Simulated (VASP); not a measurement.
Consider the following.

```xyz
3
Lattice="2.0731 -3.5908 0.0000 2.0731 3.5908 0.0000 0.0000 0.0000 6.9202" Properties=species:S:1:pos:R:3 pbc="T T T"
Mg     2.0731     3.5908     0.0000
I      2.0731     1.1969     1.6782
I      2.0731    -1.1969     5.2420
```

All values below come from vdW-DF-cx, VASP's PBE PAW potentials (set 64) (plane waves; VASP). Numerical set-up: 520 eV cut-off, 7×7×4 Γ-centred mesh, tetrahedra with Blöchl corrections, potentials Mg I.

Problem. Predict the energy per atom (σ→0).

Solution. 
The energy per atom (σ→0) is -0.901 eV/atom.

The compound is MgI2 in the 1T layered structure. It was relaxed first.
